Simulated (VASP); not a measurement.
Consider the following.

```xyz
4
Lattice="4.2826 0.0000 0.0000 -2.1413 3.7089 0.0000 0.0000 0.0000 6.9917" Properties=species:S:1:pos:R:3 pbc="T T T"
Y      0.0000     2.4726     6.9912
Y      2.1413     1.2363     3.4953
S      0.0000     2.4726     2.6224
S      2.1413     1.2363     6.1182
```

All values below come from PBEsol GGA, VASP's PBE PAW potentials (set 64) (plane waves; VASP). Run with 400 eV cut-off, Gaussian smearing of 0.050 eV, potentials Y_sv S.

### Question
Give the energies of bands 11 to 20 at the high-symmetry points, in eV from the Fermi level.

### Answer

```
band      Γ      M      K      A      L      H
----  -----  -----  -----  -----  -----  -----
11    -5.40  -5.42  -4.99  -5.31  -5.63  -5.32
12    -4.80  -5.36  -4.83  -5.31  -5.63  -5.32
13    -4.80  -4.58  -4.83  -4.68  -4.40  -4.85
14    -4.78  -4.52  -4.71  -4.68  -4.40  -4.85
15    -4.53  -4.42  -4.54  -4.68  -4.32  -4.17
16    -4.53  -4.11  -4.54  -4.68  -4.32  -4.17
17    -0.42  -0.55  -0.36   1.00   0.16  -0.13
18     0.50  -0.09   0.02   1.00   0.16  -0.13
19     0.50   0.70   0.02   1.30   1.27   1.05
20     1.14   1.49   0.19   1.30   1.27   1.05
```

It has no gap at this level: it comes out as a metal or semimetal.

The structure was generated: YS was put into the wurtzite type (P6_3mc), which need not be its known phase. It was relaxed first, which changed the volume by -30 %.
